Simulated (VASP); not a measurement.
Consider the following.

```yaml
crystal:
  lattice:
    - [-4.36404, 4.36404, 2.03558]
    - [4.36404, -4.36404, 2.03558]
    - [4.36404, 4.36404, -2.03558]
  atoms:
    - { symbol: Re, position: [0.01442, 0.01442, 0.00000] }
    - { symbol: N, position: [0.42618, 0.42618, 0.00000] }
    - { symbol: Cl, position: [0.17858, 0.86088, 0.18222] }
    - { symbol: Cl, position: [0.86088, 0.67866, 0.68230] }
    - { symbol: Cl, position: [0.67866, 0.99636, 0.81778] }
    - { symbol: Cl, position: [0.99636, 0.17858, 0.31770] }
```

Computed with PBEsol GGA, VASP's PBE PAW potentials (set 64) (plane waves; VASP). Settings: 400 eV cut-off, 5×5×5 Γ-centred mesh, Gaussian smearing of 0.010 eV, potentials Re N Cl.

**Question.** Estimate the energy per atom (σ→0), largest force.

**Answer.** 
```json
{
  "energy per atom (σ→0)": "-5.373 eV/atom",
  "largest_force": "0.01447 Ha/bohr"
}
```

The structure comes from a computed database's ReNCl4 entry (I4); how it stands against other phases isn't given here. The cell was not relaxed at this level.
